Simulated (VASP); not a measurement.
Energy against volume of CaO (rock salt). Computed with optB88-vdW, VASP's PBE PAW potentials (set 64) (plane waves; VASP). Settings: 520 eV cut-off, 9×9×9 Γ-centred mesh, Gaussian smearing of 0.050 eV, potentials Ca_sv O.

| V (Å³/atom) | E (eV/atom) |
|---|---|
| 13.051 | -4.57988 |
| 13.467 | -4.59543 |
| 13.884 | -4.60051 |
| 14.300 | -4.59668 |

**Question.** Fit these four points and predict the energy of the run at 14.717 Å³/atom.

**Answer.** A cubic in V^(−2/3), the third-order Birch-Murnaghan form, passes through the four points with V0 = 13.90 Å³/atom and B0 = 113 GPa, and gives -4.5853 eV/atom there. The run gave -4.5852 eV/atom, +0.0 meV/atom from the fit; all five points give B0 = 113 GPa.

The compound is CaO in the rock salt structure. It was relaxed first.
